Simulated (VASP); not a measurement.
An input for Ansatz (written as the equivalent of a VASP run, and not itself run):

Ansatz 0.2 input:
```yaml
crystal:
  lattice:
    - [1.9529130, -3.3806500, 0.0000000]
    - [1.9529130, 3.3806500, 0.0000000]
    - [0.0000000, 0.0000000, 6.2681320]
  symmetry: { detect: false }
  atoms:
    - { symbol: Sn, position: [0.0000000, 0.0000000, 0.0000000] }
    - { symbol: Se, position: [0.3333330, 0.6666670, 0.2500000] }
    - { symbol: Se, position: [0.6759680, 0.3426340, 0.7500000] }
kpoints:
  mp_grid: { grid: [6, 6, 3] }
hamiltonian:
  xc: pbe
  pseudopotentials: { kind: paw }
scf:
  occupations: { method: gaussian, width: 0.05 }
  max_iter: 100
output: { forces: true, stress: true, eigenvalues: true }
```

Problem. Write the VASP files for the same calculation (PBE).

Solution. One answer among several that fit: 
POSCAR:
```
SnSe2
1
    1.9529130000    -3.3806500000     0.0000000000
    1.9529130000     3.3806500000     0.0000000000
    0.0000000000     0.0000000000     6.2681320000
Sn Se
1 2
Direct
  0.0000000000   0.0000000000   0.0000000000
  0.3333330000   0.6666670000   0.2500000000
  0.6759680000   0.3426340000   0.7500000000
```

File KPOINTS:
```
Automatic mesh
0
Gamma
6 6 3
0 0 0
```

**INCAR**
```
LASPH = .TRUE.
GGA = PE   ! PBE
SYSTEM = SnSe2
NELM = 100   ! most electronic steps
LCHARG = .FALSE.
LMAXMIX = 4
ISMEAR = 0   ! Gaussian
PREC = Accurate
ISIF = 2   ! forces and stress, cell fixed
ENCUT = 400
LREAL = .FALSE.
EDIFF = 1E-6   ! SCF stop (eV)
SIGMA = 0.05
ALGO = Normal   ! blocked Davidson
LWAVE = .FALSE.
ISYM = 0
```

POTCAR, in this order: Sn_d Se (PBE.64 set). Program: vasp_std.

The two are equivalent in intent, not identical: each code has its own PAW files, so the cut-off isn't converted (ENCUT is set for VASP's; basis.ecutwfc is left out, and Ansatz then takes the one that its files recommend); Ansatz stops its SCF on the density residual and VASP on the energy change (EDIFF).

The compound is SnSe2 in the 1T layered structure. The cell was not relaxed at this level, atoms are displaced from their ideal sites. The run is one of a series of settings (ISYM = 0 against the base run), some of them coarse on purpose.
